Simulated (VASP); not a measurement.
GaN (zinc blende): the cohesive energy from VASP (plane waves, PAW) at several levels of theory. Atoms are spin-polarised in a large box without symmetry, with the spin fixed by Hund's rule, and may not be in the lowest state of each functional; no zero-point energy is added.

```csv
level,cohesive energy (eV/atom)
LDA,5.46
PBE,4.37
RPBE,3.92
PBE-D3(BJ),4.62
SCAN,4.43
```

The cell of the LDA run:

Space group F-43m (No. 216); a = 4.464 Å, b = 4.464 Å, c = 4.464 Å, α = 90.00°, β = 90.00°, γ = 90.00°

| atom | site | symmetry | x | y | z |
|---|---|---|---|---|---|
| Ga | 4a | -43m | 0.0000 | 0.0000 | 0.0000 |
| N | 4d | -43m | 0.7500 | 0.7500 | 0.7500 |
(The calculation used a cell of 2 atoms; values per cell refer to that cell.)

Only levels that ran to the end are used. Left out are those held back, those with too coarse a band path, GW runs whose mesh misses a band edge, hybrids' fits of cells that aren't cubic and levels without matching references; a question may draw on a part of the rest.
